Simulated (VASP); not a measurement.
All values below come from PBE GGA, VASP's PBE PAW potentials (set 64) (plane waves; VASP).

A VASP calculation is set up with these files.

KPOINTS:
```
Regular mesh
0
G
4 4 4
```

**INCAR**
```
# general
SYSTEM   =  SrCl2
PREC     =  Accurate
ENCUT    =  400   # plane-wave cut-off (eV)
LREAL    =  .FALSE.
LASPH    =  .TRUE.

# electronic loop
EDIFF    =  1E-6   # SCF stop (eV)
NELM     =  100
ALGO     =  Normal
LMAXMIX  =  4

# smearing
ISMEAR   =  0   # Gaussian
SIGMA    =  0.05   # width (eV)

# functional
GGA      =  PE   # PBE

# ions
ISIF     =  2

# output
LWAVE    =  .FALSE.
LCHARG   =  .FALSE.
```

POSCAR:
```
SrCl2
1
    0.0000000000     3.4900000000     3.4900000000
    3.4900000000     0.0000000000     3.4900000000
    3.4900000000     3.4900000000     0.0000000000
Sr Cl
1 2
Direct
  0.0000000000   0.0000000000   0.0000000000
  0.2500000000   0.2500000000   0.2500000000
  0.7500000000   0.7500000000   0.7500000000
```

POTCAR, in this order: Sr_sv Cl (PBE.64 set). Program: vasp_std.

Task: What does the run give for the energy per atom (σ→0), band gap (on the k-mesh)?

Result: 
| Quantity | Value |
|---|---|
| energy per atom (σ→0) | -4.260 eV/atom |
| band gap (on the k-mesh) | 5.33 eV |

**OSZICAR**
```
...
DAV:   8    -0.127776084338E+02   -0.41247E-02   -0.65268E-02   320   0.149E+00    0.316E-01
DAV:   9    -0.127791236011E+02   -0.15152E-02   -0.26575E-03   384   0.316E-01    0.119E-01
DAV:  10    -0.127804503454E+02   -0.13267E-02   -0.11386E-03   280   0.220E-01    0.313E-02
DAV:  11    -0.127805312023E+02   -0.80857E-04   -0.10588E-04   384   0.577E-02    0.372E-02
DAV:  12    -0.127805431112E+02   -0.11909E-04   -0.15880E-05   288   0.224E-02    0.122E-02
DAV:  13    -0.127805460039E+02   -0.28926E-05   -0.72033E-06   328   0.145E-02    0.260E-03
DAV:  14    -0.127805460622E+02   -0.58307E-07   -0.25173E-07   264   0.378E-03
   1 F= -.12780546E+02 E0= -.12780546E+02  d E =-.522586E-12
```

The compound is SrCl2 in the fluorite structure. The cell was not relaxed at this level.
